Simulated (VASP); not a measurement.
## What spin-orbit coupling changes in ScGe2

Aim: run bands, DOS and a relaxation of ScGe2 twice, without and with spin-orbit coupling. All runs use r2SCAN. The start is a computed cell from the Materials Project.

Calculated with VASP 6.6.1; r2SCAN; plane waves and PAW (Sc_sv, Ge_d), in the first sound run; inputs show where later runs differ.

### Step 1. Starting point

Symmetry: Cmcm, No. 63, orthorhombic system. Conventional cell: a = 3.858 Å, b = 15.092 Å, c = 3.792 Å, α = 90.00°, β = 90.00°, γ = 90.00°. Nearest to Sc lie 10 Ge at 2.80 to 3.07 Å. Ge has 2 Ge at 2.53 Å and 6 Sc at 2.80 to 3.07 Å nearest. Ge has 4 Ge at 2.71 Å and 4 Sc at 2.91 to 2.94 Å nearest. Farther neighbours are not listed.

As a file:

```cif
data_structure
_symmetry_space_group_name_H-M 'Cmcm'
_symmetry_Int_Tables_number 63
_cell_length_a 3.8579
_cell_length_b 15.0923
_cell_length_c 3.7918
_cell_angle_alpha 90.000
_cell_angle_beta 90.000
_cell_angle_gamma 90.000
_cell_volume 220.77
loop_
_atom_site_label
_atom_site_type_symbol
_atom_site_symmetry_multiplicity
_atom_site_Wyckoff_symbol
_atom_site_fract_x
_atom_site_fract_y
_atom_site_fract_z
_atom_site_occupancy
Sc1 Sc 4 c 0.50000 0.60315 0.25000 1
Ge1 Ge 4 c 0.50000 0.94456 0.25000 1
Ge2 Ge 4 c 0.00000 0.74788 0.25000 1
```

### Step 2. Reference run

A single point gives energy, forces and stress at these settings. r2SCAN adds the kinetic-energy density, costs more than a GGA and is run with LASPH.

The input, INCAR:

```
SYSTEM = ScGe2
PREC = Accurate
ENCUT = 410
EDIFF = 1E-06
NELM = 100
ISMEAR = -1
SIGMA = 0.05
LREAL = .FALSE.
ALGO = Normal
METAGGA = R2SCAN
LASPH = .TRUE.
NBANDS = 48
LORBIT = 11
LWAVE = .FALSE.
LCHARG = .FALSE.
KPAR = 4
ISIF = 2
```

The input, POSCAR:

```
ScGe2
1.0
    0.0000000000      0.0000000000     -3.7918172400
   -3.8578657792      0.0000000000      0.0000000000
   -1.9289328896      7.5461424726      0.0000000000
Sc Ge
2 4
Direct
    0.2500000000      0.8968537000      0.2062926000
    0.7500000000      0.1031463000      0.7937074000
    0.2500000000      0.5554369800      0.8891260400
    0.7500000000      0.4445630200      0.1108739600
    0.2500000000      0.2521222200      0.4957555600
    0.7500000000      0.7478777800      0.5042444400
```

The input, KPOINTS:

```
Automatic mesh
0
Gamma
7 7 7
0 0 0
```

PAW data sets: Sc_sv and Ge_d (PBE family, release 64).

Launch:

```
$ mpirun -np 4 vasp_std
```

The log of the run:

```text
[banner, memory and clock lines left out]
running    4 mpi-ranks, on    1 nodes
 distrk:  each k-point on    1 cores,    4 groups
 distr:  one band on    1 cores,    1 groups

 POSCAR found type information on POSCAR ScGe
 POSCAR found :  2 types and       6 ions
|                                                                             |
|               ----> ADVICE to this user running VASP <----                  |
|                                                                             |
|     You enforced a specific xc type in the INCAR file but a different       |
|     [... a line on the potential file left out ...]
|     I HOPE YOU KNOW WHAT YOU ARE DOING!                                     |
|                                                                             |

 LDA part: xc-table for (None), standard interpolation
 POSCAR, INCAR and KPOINTS ok, starting setup
 FFT: planning ... GRIDC
 FFT: planning ... GRID_SOFT
 FFT: planning ... GRID
 WAVECAR not read
 entering main loop
       N       E                     dE             d eps       ncg     rms          rms(c)
DAV:   1     0.990366896739E+03    0.99037E+03   -0.32290E+04  7376   0.376E+03
DAV:   2     0.985924515201E+02   -0.89177E+03   -0.86724E+03  6232   0.103E+03
DAV:   3    -0.792121750099E+02   -0.17780E+03   -0.17266E+03  7464   0.302E+02
DAV:   4    -0.934246075396E+02   -0.14212E+02   -0.13887E+02  8040   0.947E+01
DAV:   5    -0.941306849051E+02   -0.70608E+00   -0.70388E+00  9200   0.243E+01    0.137E+01
DAV:   6    -0.815438339646E+02    0.12587E+02   -0.10472E+01  8696   0.383E+01    0.333E+00
DAV:   7    -0.816857001367E+02   -0.14187E+00   -0.20265E+00  8224   0.107E+01    0.194E+00
DAV:   8    -0.817068043812E+02   -0.21104E-01   -0.26797E-01  8688   0.497E+00    0.108E+00
DAV:   9    -0.817034245439E+02    0.33798E-02   -0.82881E-02  8784   0.278E+00    0.179E-01
DAV:  10    -0.817037761939E+02   -0.35165E-03   -0.71118E-03  8512   0.828E-01    0.101E-01
DAV:  11    -0.817037423408E+02    0.33853E-04   -0.11171E-03 10976   0.233E-01    0.242E-02
DAV:  12    -0.817037520439E+02   -0.97031E-05   -0.48142E-05  7504   0.825E-02    0.132E-02
DAV:  13    -0.817037490753E+02    0.29686E-05   -0.86828E-06  8112   0.340E-02    0.516E-03
DAV:  14    -0.817037484024E+02    0.67284E-06   -0.38145E-06  5968   0.140E-02
   1 F= -.81703748E+02 E0= -.81695272E+02  d E =-.169525E-01
```

It took 1.8 min on 4 MPI ranks of Intel Xeon 6975P-C (Granite Rapids), shared host; peak memory 1.3 GiB; 6.7 min of CPU time.

The logs omit lines about the potential files and the build; timing stands in the text.

From OUTCAR (step 2):

```text
ion  position               nearest neighbor table
   1  0.250  0.897  0.206-   4 2.80   4 2.80   4 2.80   4 2.80   5 2.91   5 2.91   6 2.94   6 2.94
                             3 3.07   3 3.07
   2  0.750  0.103  0.794-   3 2.80   3 2.80   3 2.80   3 2.80   6 2.91   6 2.91   5 2.94   5 2.94
                             4 3.07   4 3.07
   3  0.250  0.555  0.889-   4 2.53   4 2.53   2 2.80   2 2.80   2 2.80   2 2.80   1 3.07   1 3.07

  LATTYP: Found a base centered orthorhombic cell.
 ALAT       =     3.8578657792
 B/A-ratio  =     3.9120813966
 C/A-ratio  =     0.9828795134

 Subroutine GETGRP returns: Found  8 space group operations
 (whereof  4 operations were pure point group operations)

The static configuration has the point symmetry C_2h.
 The point group associated with its full space group is D_2h.

 Found     64 irreducible k-points:

   k-points           NKPTS =     64   k-points in BZ     NKDIM =     64   number of bands    NBANDS=     48

   dimension x,y,z NGX =    28 NGY =   28 NGZ =   54
   dimension x,y,z NGXF=    56 NGYF=   56 NGZF=  108

   ENCUT  =  410.0 eV  30.13 Ry    5.49 a.u.   6.26  6.37 12.86*2*pi/ulx,y,z

   NELECT =      78.0000    total number of electrons

 k-points in reciprocal lattice and weights: Automatic mesh
   0.00000000  0.00000000  0.00000000       0.003
   0.14285714  0.00000000  0.00000000       0.006
   0.28571429  0.00000000  0.00000000       0.006
   0.42857143  0.00000000  0.00000000       0.006
   0.00000000  0.14285714  0.00000000       0.012
   0.14285714  0.14285714  0.00000000       0.023
   0.28571429  0.14285714  0.00000000       0.023
   0.42857143  0.14285714  0.00000000       0.023
   0.00000000  0.28571429  0.00000000       0.012
[...]
0.28571429 -0.14285714  0.42857143       0.012
   0.42857143 -0.14285714  0.42857143       0.012

 average (electrostatic) potential at core
       1 -48.8451       2 -48.8451       3 -77.5408       4 -77.5408       5 -77.5683
       6 -77.5683

 E-fermi :   6.1838

 k-point     1 :       0.0000    0.0000    0.0000
  band No.  band energies     occupation
    ...
     35       4.2590      2.00000
     36       4.5114      2.00000
     37       4.6154      2.00000
     38       4.7259      2.00000
     39       5.6208      1.99997
     40       6.9067      0.00000
     41       8.5055      0.00000
     42       8.7393      0.00000
     43       8.7456      0.00000
     44       8.9323      0.00000
    ...

 k-point     2 :       0.1429    0.0000    0.0000
  band No.  band energies     occupation
    ...
     35       4.6582      2.00000
     36       4.7525      2.00000
     37       4.8207      2.00000
     38       5.3465      2.00000
     39       5.5101      2.00000
     40       7.6079      0.00000
     41       7.7573      0.00000
     42       8.1592      0.00000
     43       8.3305      0.00000
     44       8.9799      0.00000
    ...

 k-point     3 :       0.2857    0.0000    0.0000
  band No.  band energies     occupation
    ...
     34       3.9407      2.00000
     35       4.7258      2.00000
     36       4.8333      2.00000
     37       5.1998      2.00000
     38       5.6943      1.99989
     39       6.5750      0.00080
     40       6.7520      0.00002
     41       7.3601      0.00000
     42       8.1188      0.00000
     43       8.7232      0.00000
    ...

  Total        0.0524098     -0.2804452     -0.1271106      0.0000000      0.0000000      0.0000000
  in kB        0.7606821     -4.0704183     -1.8449005      0.0000000      0.0000000      0.0000000
  external PRESSURE =      -1.7182123 kB  Pullay stress =       0.0000000 kB

  energy-cutoff  :      410.00
  volume of cell :      110.39
      direct lattice vectors                 reciprocal lattice vectors
     0.000000000  0.000000000 -3.791817240     0.000000000  0.000000000 -0.263725791
    -3.857865779  0.000000000  0.000000000    -0.259210677 -0.066259019  0.000000000
    -1.928932890  7.546142473  0.000000000     0.000000000  0.132518039  0.000000000

 POSITION                                       TOTAL-FORCE (eV/Angst)
 -----------------------------------------------------------------------------------
     -3.85787      1.55671     -0.94795         0.000000      0.004468     -0.000000
     -1.92893      5.98943     -2.84386        -0.000000     -0.004468     -0.000000
     -3.85787      6.70947     -0.94795         0.000000     -0.043365      0.000000
     -1.92893      0.83667     -2.84386        -0.000000      0.043365     -0.000000
     -1.92893      3.74104     -0.94795        -0.000000      0.011037     -0.000000
     -3.85787      3.80510     -2.84386         0.000000     -0.011037     -0.000000
 -----------------------------------------------------------------------------------
    total drift:                               -0.000000      0.000000      0.000000

  FREE ENERGIE OF THE ION-ELECTRON SYSTEM (eV)
  ---------------------------------------------------
  free  energy   TOTEN  =       -81.7037484024 eV

  energy  without entropy=      -81.6867958644  energy(sigma->0) =      -81.69527213

 total charge
# of ion       s       p       d       tot
------------------------------------------
    1        2.159   6.134   1.115   9.409
    2        2.159   6.134   1.115   9.409
    3        1.150   1.277  10.019  12.446
    4        1.150   1.277  10.019  12.446
    5        1.144   1.167  10.018  12.329
    6        1.144   1.167  10.018  12.329
--------------------------------------------------
tot          8.907  17.157  42.303  68.367

[... 3 further parts left out ...]
```

The PAW data sets were made with PBE, which is usual practice but a small mismatch for other functionals.

Numbers from this step:

```yaml
scf_cycles: 14
electrons: 78
bands: 48
irreducible_k_points: 64
symmetry_operations: 8
free_energy_toten: -81.7037 eV
energy_at_zero_smearing: -81.6953 eV
fermi_energy: 6.184 eV
pressure: -0.1718 GPa
metallic: yes
```

The pressure is -0.17 GPa and the largest force 0.043 eV/Å, so the cell is not at a minimum at these settings.

(Continued in part 2 of 4.)

[Lines on the potential files, build, host, timing and source positions are cut from VASP's logs without a mark.]

[Logs are printed without paths, hosts, clocks, repeated set-up lines and the standing remarks that a program may print on its own settings, such as how far it seeks lower states.]

[Hosts, paths, dates, database ids (printed as entryN), source tags and the programs' standing remarks are cut or masked in the printed files.]

[A measured line is paired with the nearest computed mode of its activity, which favours agreement.]
